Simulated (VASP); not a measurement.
Given:

```
HfTaB2
1.0
    3.15218     0.00000     0.00000
    0.00000     1.68012     4.46570
    0.00000    -1.68012     4.46570
Hf Ta B
1 1 2
Direct
  0.50000   0.85345   0.85345
  0.00000   0.14204   0.14204
  0.50000   0.56095   0.56095
  0.00000   0.44822   0.44822
```

Method: PBEsol GGA, VASP's PBE PAW potentials (set 64) (plane waves; VASP). Numerical set-up: 520 eV cut-off, 11×11×11 Γ-centred mesh, tetrahedra with Blöchl corrections, potentials Hf_pv Ta_pv B.

Unless said otherwise, spin-orbit coupling is left out, though it shifts the bands of the heavy elements here.

**Question.** Estimate the energy per atom (σ→0), band gap (on the k-mesh) with the smallest direct gap where there is one.

**Answer.** 
```
Item                                                        Result
------------------------  ----------------------------------------
band gap (on the k-mesh)  none (metal, semimetal or under 0.01 eV)
energy per atom (σ→0)                              -10.112 eV/atom
```

The structure comes from a computed database's HfTaB2 entry (Amm2); how it stands against other phases isn't given here. It was relaxed first. The electron count is odd and the run is not spin-polarised, which forces a metal.
